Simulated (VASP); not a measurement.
# LuCuTeSe with vdW-DF-cx: from relaxation to properties, part 2 of 4

What structure does LuCuTeSe take at this level, and what are its properties? The cell is invented: it takes the structure of a Materials Project entry for LuCuSe2 (space group 156 there), with some of its atoms replaced by other elements, volume scaled by an estimate. It may not be a known or stable phase.

VASP 6.6.1; vdW-DF-cx, 4f electrons in the core; plane waves and PAW (Lu_3, Te, Se, Cu); invented cell.

Still holding for the runs below: The data set Lu_3 holds the 4f electrons frozen in the core, so no f bands or f moments appear.

So far, gap on the k-mesh (eV): step 2 (rough relaxation of the start cell) 0.869. The relaxed cell has a = 4.188, c = 6.423 Å (conventional setting).

**3. Full relaxation (vdW-DF-cx)**

Properties are meant for the cell that this level of theory prefers, so cell and atoms are relaxed first (ISIF = 3) until forces and stress are small; EDIFFG sets the threshold.

INCAR

```
SYSTEM = LuCuTeSe
PREC = Accurate
ENCUT = 400
EDIFF = 1E-06
NELM = 100
ISMEAR = 0
SIGMA = 0.05
LREAL = .FALSE.
ALGO = Normal
GGA = CX
AGGAC = 0
LUSE_VDW = .TRUE.
LASPH = .TRUE.
NBANDS = 22
LORBIT = 11
LWAVE = .FALSE.
LCHARG = .FALSE.
KPAR = 2
IBRION = 2
NSW = 60
ISIF = 3
EDIFFG = -0.01
```

POSCAR

```
LuCuTeSe
1.0
    4.1880850318     -0.0000000062      0.0000000000
   -2.0940430268      3.6269878102      0.0000000000
    0.0000000000      0.0000000000      6.4229290276
Lu Te Se Cu
1 1 1 1
Direct
    0.0000000000      0.0000000000      0.7811695567
    0.3333333300      0.6666666700      0.0734636365
    0.6666666700      0.3333333300      0.5707139263
    0.6666666700      0.3333333300      0.1938528805
```

KPOINTS

```
Automatic mesh
0
Gamma
7 7 4
0 0 0
```

Potentials, in the order of the species: Lu_3, Te, Se and Cu (PBE family, release 64).

On the command line:

```sh
$ mpirun -np 2 vasp_std
```

What it wrote:

```text
[banner, memory and clock lines left out]
running    2 mpi-ranks, on    1 nodes
 distrk:  each k-point on    1 cores,    2 groups
 distr:  one band on    1 cores,    1 groups

 POSCAR found type information on POSCAR LuTeSeCu
 POSCAR found :  4 types and       4 ions
 [... a notice as in an earlier step ...]

 [... a notice as in an earlier step ...]

 LDA part: xc-table for (Slater+PW92), standard interpolation
 POSCAR, INCAR and KPOINTS ok, starting setup
 FFT: planning ... GRIDC
 FFT: planning ... GRID_SOFT
 FFT: planning ... GRID
 WAVECAR not read
 entering main loop
       N       E                     dE             d eps       ncg     rms          rms(c)
DAV:   1     0.183545511604E+03    0.18355E+03   -0.11697E+04  1848   0.132E+03
DAV:   2     0.138726708085E+01   -0.18216E+03   -0.17073E+03  1938   0.444E+02
DAV:   3    -0.112063080513E+02   -0.12594E+02   -0.12258E+02  2070   0.886E+01
DAV:   4    -0.116397844456E+02   -0.43348E+00   -0.43136E+00  1834   0.147E+01
DAV:   5    -0.116615725441E+02   -0.21788E-01   -0.21716E-01  1702   0.363E+00    0.227E+01
DAV:   6    -0.118231904821E+02   -0.16162E+00   -0.21117E+01  2026   0.108E+02    0.145E+01
DAV:   7    -0.103974365954E+02    0.14258E+01   -0.89610E+00  1576   0.869E+01    0.944E+00
DAV:   8    -0.107038225891E+02   -0.30639E+00   -0.22944E+00  2392   0.146E+01    0.364E+00
DAV:   9    -0.105129017619E+02    0.19092E+00   -0.10542E+00  2000   0.297E+01    0.896E-01
DAV:  10    -0.105172327290E+02   -0.43310E-02   -0.13926E-01  2096   0.118E+01    0.570E-01
DAV:  11    -0.105152450519E+02    0.19877E-02   -0.38671E-02  2188   0.427E+00    0.267E-01
DAV:  12    -0.105155864579E+02   -0.34141E-03   -0.41946E-03  2436   0.112E+00    0.159E-01
DAV:  13    -0.105154387242E+02    0.14773E-03   -0.41239E-04  2182   0.443E-01    0.760E-02
DAV:  14    -0.105153465958E+02    0.92128E-04   -0.49126E-04  2386   0.634E-01    0.298E-02
DAV:  15    -0.105153539798E+02   -0.73840E-05   -0.81547E-05  1860   0.712E-02    0.228E-02
DAV:  16    -0.105153537971E+02    0.18264E-06   -0.69756E-06  1772   0.391E-02
   1 F= -.10515354E+02 E0= -.10515354E+02  d E =-.105154E+02
 curvature:   0.00 expect dE= 0.000E+00 dE for cont linesearch  0.000E+00
 trial: gam= 0.00000 g(F)=  0.958E-04 g(S)=  0.121E-02 ort = 0.000E+00 (trialstep = 0.100E+01)
 search vector abs. value=  0.130E-02
 bond charge predicted
       N       E                     dE             d eps       ncg     rms          rms(c)
DAV:   1    -0.105261787028E+02   -0.10825E-01   -0.21961E-01  1620   0.104E+01    0.835E-01
DAV:   2    -0.105210817431E+02    0.50970E-02   -0.10992E-01  1708   0.114E+01    0.443E-01
DAV:   3    -0.105160057690E+02    0.50760E-02   -0.27876E-02  1864   0.599E+00    0.183E-01
DAV:   4    -0.105155905419E+02    0.41523E-03   -0.44571E-03  2150   0.587E-01    0.769E-02
DAV:   5    -0.105155276952E+02    0.62847E-04   -0.28104E-04  2312   0.512E-01    0.415E-02
DAV:   6    -0.105155238351E+02    0.38601E-05   -0.87765E-05  2120   0.859E-02    0.186E-02
DAV:   7    -0.105155222592E+02    0.15759E-05   -0.15878E-05  2056   0.136E-01    0.643E-03
DAV:   8    -0.105155216605E+02    0.59873E-06   -0.17472E-06   906   0.444E-02
   2 F= -.10515522E+02 E0= -.10515522E+02  d E =-.167863E-03
[... from here on, the cycles between the ionic steps are left out ...]
   3 F= -.10515619E+02 E0= -.10515619E+02  d E =-.265049E-03
   4 F= -.10515619E+02 E0= -.10515619E+02  d E =-.265071E-03
   5 F= -.10515937E+02 E0= -.10515937E+02  d E =-.317780E-03
   6 F= -.10516053E+02 E0= -.10516053E+02  d E =-.433952E-03
   7 F= -.10516280E+02 E0= -.10516280E+02  d E =-.227293E-03
   8 F= -.10516301E+02 E0= -.10516301E+02  d E =-.248167E-03
   9 F= -.10516453E+02 E0= -.10516453E+02  d E =-.151697E-03
  10 F= -.10516455E+02 E0= -.10516455E+02  d E =-.154044E-03
 curvature:  -0.96 expect dE=-0.423E-04 dE for cont linesearch -0.965E-07
 trial: gam= 0.11919 g(F)=  0.252E-04 g(S)=  0.189E-04 ort =-0.721E-05 (trialstep = 0.119E+01)
 search vector abs. value=  0.497E-04
 bond charge predicted
       N       E                     dE             d eps       ncg     rms          rms(c)
DAV:   1    -0.105167245119E+02   -0.26925E-03   -0.72204E-03  1900   0.165E+00    0.124E-01
DAV:   2    -0.105166227274E+02    0.10178E-03   -0.26391E-03  1736   0.166E+00    0.682E-02
DAV:   3    -0.105165004653E+02    0.12226E-03   -0.68773E-04  1912   0.939E-01    0.265E-02
DAV:   4    -0.105164902168E+02    0.10249E-04   -0.10623E-04  2154   0.873E-02    0.131E-02
DAV:   5    -0.105164881582E+02    0.20586E-05   -0.10046E-05  1988   0.103E-01    0.632E-03
DAV:   6    -0.105164879066E+02    0.25166E-06   -0.13409E-06   808   0.243E-02
  11 F= -.10516488E+02 E0= -.10516488E+02  d E =-.328748E-04
 trial-energy change:   -0.000033  1 .order   -0.000039   -0.000051   -0.000027
 step:   2.4544(harm=  2.4544)  dis= 0.00181  next Energy=   -10.516508 (dE=-0.531E-04)
 reached required accuracy - stopping structural energy minimisation
```

Run time: 7.8 min. Hardware: 2 MPI ranks of AMD EPYC 7R43, shared host; peak memory 0.79 GiB; 16 min of CPU time.

OUTCAR, selected parts (step 3):

```text
  LATTYP: Found a hexagonal cell.
 ALAT       =     4.1880850318
 C/A-ratio  =     1.5336195371

The static configuration has the point symmetry C_3v.

 Found     28 irreducible k-points:

   k-points           NKPTS =     28   k-points in BZ     NKDIM =     28   number of bands    NBANDS=     22

   dimension x,y,z NGX =    28 NGY =   28 NGZ =   42
   dimension x,y,z NGXF=    56 NGYF=   56 NGZF=   84

   ENCUT  =  400.0 eV  29.40 Ry    5.42 a.u.   6.83  6.83 10.47*2*pi/ulx,y,z

   NELECT =      32.0000    total number of electrons

 E-fermi :   5.0209

 k-point     1 :       0.0000    0.0000    0.0000
  band No.  band energies     occupation
    ...
     12       2.3694      2.00000
     13       2.3694      2.00000
     14       4.6552      2.00000
     15       4.8154      2.00000
     16       4.8154      2.00000
     17       6.4337      0.00000
     18       6.6804      0.00000
     19       6.6804      0.00000
     20       6.9980      0.00000
     21       7.5847      0.00000
    ...

 k-point     2 :       0.1429   -0.0000    0.0000
  band No.  band energies     occupation
    ...
     12       2.2466      2.00000
     13       2.3951      2.00000
     14       3.6545      2.00000
     15       4.3536      2.00000
     16       4.5102      2.00000
     17       6.3245      0.00000
     18       6.7840      0.00000
     19       7.1225      0.00000
     20       7.8625      0.00000
     21       8.0358      0.00000
    ...

Total vdW correction in eV:      6.1231768

  Total        0.0055600      0.0055600      0.0206236     -0.0000000      0.0000000     -0.0000000
  in kB        0.0910189      0.0910188      0.3376154     -0.0000000      0.0000000     -0.0000000
  external PRESSURE =       0.1732177 kB  Pullay stress =       0.0000000 kB

  energy-cutoff  :      400.00
  volume of cell :       97.87
      direct lattice vectors                 reciprocal lattice vectors
     4.181105115 -0.000000005  0.000000000     0.239171217  0.138085609 -0.000000000
    -2.090553067  3.620943026 -0.000000000     0.000000000  0.276171150  0.000000000
     0.000000000 -0.000000000  6.464569760    -0.000000000  0.000000000  0.154689335

 POSITION                                       TOTAL-FORCE (eV/Angst)
 -----------------------------------------------------------------------------------
      0.00000     -0.00000      5.04415        -0.000000      0.000000     -0.004215
     -0.00000      2.41396      0.46610        -0.000000      0.000000     -0.004880
      2.09055      1.20698      3.68646         0.000000     -0.000000      0.006773
      2.09055      1.20698      1.27073         0.000000      0.000000      0.002322
 -----------------------------------------------------------------------------------
    total drift:                               -0.000028      0.000013     -0.000078

  FREE ENERGIE OF THE ION-ELECTRON SYSTEM (eV)
  ---------------------------------------------------
  free  energy   TOTEN  =       -10.5164879066 eV

  energy  without entropy=      -10.5164879065  energy(sigma->0) =      -10.51648791

Total vdW correction in eV:      6.1231364

 total charge
# of ion       s       p       d       tot
------------------------------------------
    1        0.346   6.519   0.931   7.796
    2        1.330   2.129   0.054   3.513
    3        1.436   2.462   0.026   3.924
    4        0.381   0.343   9.272   9.997
--------------------------------------------------
tot          3.493  11.452  10.283  25.229

[... 2 parts as in an earlier step ...]

[... 7 further parts left out ...]
```

CONTCAR:

```
LuCuTeSe
   1.00000000000000
     4.1811051154872674   -0.0000000051876060    0.0000000000000000
    -2.0905530669243513    3.6209430259752939   -0.0000000000000000
     0.0000000000000000   -0.0000000000000000    6.4645697604227044
  Lu              Te              Se              Cu
     1     1     1     1
Direct
     0.0000000000000000    0.0000000000000000    0.7802760683682555
     0.3333333300000021    0.6666666699999979    0.0721007153787186
     0.6666666699999979    0.3333333300000021    0.5702553106886867
     0.6666666699999979    0.3333333300000021    0.1965679055643459
```

Relaxation path:

| step | energy less that of the first step (eV) | largest force (eV/Å) | pressure (GPa) | volume (Å³) |
| --- | --- | --- | --- | --- |
| 1 | 0.0000 | 0.0334 | 0.26 | 97.57 |
| 2 | -0.0002 | 0.0398 | -0.25 | 98.12 |
| 3 | -0.0003 | 0.0372 | -0.02 | 97.86 |
| 4 | -0.0003 | 0.0388 | -0.11 | 97.95 |
| 5 | -0.0006 | 0.0451 | -0.11 | 97.92 |
| 6 | -0.0007 | 0.0519 | -0.06 | 97.89 |
| 7 | -0.0009 | 0.0315 | 0.08 | 97.72 |
| 8 | -0.0009 | 0.0201 | 0.12 | 97.62 |
| 9 | -0.0011 | 0.0236 | 0.00 | 97.82 |
| 10 | -0.0011 | 0.0194 | 0.02 | 97.79 |
| 11 | -0.0011 | 0.0068 | 0.02 | 97.87 |

| conventional cell, symmetrised | before | after | change |
| --- | --- | --- | --- |
| a (Å) | 4.188 | 4.181 | -0.2 % |
| b (Å) | 4.188 | 4.181 | -0.2 % |
| c (Å) | 6.423 | 6.465 | +0.6 % |
| volume (Å³/atom) | 24.39 | 24.47 | +0.3 % |

The atoms that moved most (Å, as changes of fractional coordinates times the final cell):

| atom | dx | dy | dz | length |
| --- | --- | --- | --- | --- |
| Cu4 | 0.000 | 0.000 | 0.018 | 0.018 |
| Te2 | 0.000 | 0.000 | -0.009 | 0.009 |
| Lu1 | 0.000 | 0.000 | -0.006 | 0.006 |

Final coordinates:

```xyz
4
Lattice="4.1811 0.0000 0.0000 -2.0906 3.6209 0.0000 0.0000 0.0000 6.4646" Properties=species:S:1:pos:R:3 pbc="T T T"
Lu    0.0000    0.0000    5.0441
Te    0.0000    2.4140    0.4661
Se    2.0906    1.2070    3.6865
Cu    2.0906    1.2070    1.2707
```

Numbers from this step:

* irreducible k-points: 28
* free energy (TOTEN): -10.52 eV
* Fermi energy: 5.021 eV
* pressure: 0.01732 GPa
* conduction bottom at k: 0.4286, 0, 0
* SCF cycles over all ionic steps: 81
* gap on the k-mesh: 0.8401 eV
* least direct gap on the k-mesh: 1.618 eV

It ends with a largest force of 0.007 eV/Å and a pressure of 0.02 GPa.

(Part 2 of 4 ends here.)

[Lines on the potential files, build, host, timing and source positions are cut from VASP's logs without a mark.]

[Logs are printed without paths, hosts, clocks, repeated set-up lines and the standing remarks that a program may print on its own settings, such as how far it seeks lower states.]

[Hosts, paths, dates, database ids (printed as entryN), source tags and the programs' standing remarks are cut or masked in the printed files.]

[A measured line is paired with the nearest computed mode of its activity, which favours agreement.]
